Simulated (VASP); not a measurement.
Level of theory: PBE GGA with D3 dispersion (Becke-Johnson damping), VASP's PBE PAW potentials (set 64) (plane waves; VASP 6.6.1).

VASP ran on this input.

INCAR:
```
SYSTEM = Ni
PREC = Accurate
ENCUT = 520
EDIFF = 1E-7
NELM = 100
ALGO = Normal
LREAL = .FALSE.
LASPH = .TRUE.
ISMEAR = 1
SIGMA = 0.1
GGA = PE
IVDW = 12
LMAXMIX = 4
ISPIN = 2
MAGMOM = 0.6
LORBIT = 10
LWAVE = .FALSE.
LCHARG = .FALSE.
ISIF = 2
```

### KPOINTS
```
Automatic mesh
0
Gamma
 18 18 18
0 0 0
```

File POSCAR:
```
Ni
3.5099250
  0.0000000000   0.4999999377   0.4999999377
  0.4999999377   0.0000000000   0.4999999377
  0.4999999377   0.4999999377   0.0000000000
Ni
1
direct
  0.0000000000   0.0000000000   0.0000000000
```

POTCAR, in this order: Ni (PBE.64 set). Program: vasp_std.

Problem. Estimate the energy per atom (σ→0), cell moment, dispersion energy, pressure, band gap (on the k-mesh).

Solution. 
| Item | Value |
|---|---|
| energy per atom (σ→0) | -5.938 eV/atom |
| cell moment | 0.62 μB |
| dispersion energy | -0.466 eV |
| band gap (on the k-mesh) | none (metal, semimetal or under 0.01 eV) |
| pressure | -5.83 GPa |

OSZICAR:
```
...
DAV:   8    -0.547437566437E+01    0.15845E-01   -0.22275E-02  9956   0.176E+00    0.942E-01
DAV:   9    -0.547209577911E+01    0.22799E-02   -0.17286E-03 10307   0.420E-01    0.251E-01
DAV:  10    -0.547158494610E+01    0.51083E-03   -0.67818E-04  8958   0.217E-01    0.381E-02
DAV:  11    -0.547159081766E+01   -0.58716E-05   -0.15600E-05  9070   0.487E-02    0.332E-02
DAV:  12    -0.547159164331E+01   -0.82565E-06   -0.97690E-07  8712   0.119E-02    0.776E-03
DAV:  13    -0.547159187475E+01   -0.23144E-06   -0.36111E-07  6469   0.620E-03    0.229E-03
DAV:  14    -0.547159185557E+01    0.19186E-07   -0.13234E-08  3641   0.148E-03
   1 F= -.59374379E+01 E0= -.59375672E+01  d E =0.387813E-03  mag=     0.6159
```

The compound is Ni in the fcc structure. This cell is one point of a volume scan, at 1.03 of the reference volume.
